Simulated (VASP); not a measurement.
Energy against volume of SrCl2 (fluorite). Method: optB88-vdW, VASP's PBE PAW potentials (set 64) (plane waves; VASP).

| V (Å³/atom) | E (eV/atom) |
|---|---|
| 26.545 | -2.46975 |
| 27.392 | -2.48066 |
| 28.239 | -2.48434 |
| 29.087 | -2.48190 |
| 29.934 | -2.47423 |

### Question
Fit a third-order Birch-Murnaghan equation of state.

### Answer

| Property | Value |
|---|---|
| volume per atom | 28.30 Å³/atom |
| bulk modulus | 38.2 GPa |
| pressure derivative of the bulk modulus | 4.39 |
| lattice constant a | 697.7 pm |

Measured: a 6.974 Å (computed value off by +0.0 %), as given by Kanchana et al., Calculated structural, elastic and electronic properties of SrCl2 (2010). The calculation is for a static lattice, while the measured a holds thermal and zero-point effects, which are part of the difference.

The compound is SrCl2 in the fluorite structure. It was relaxed first.
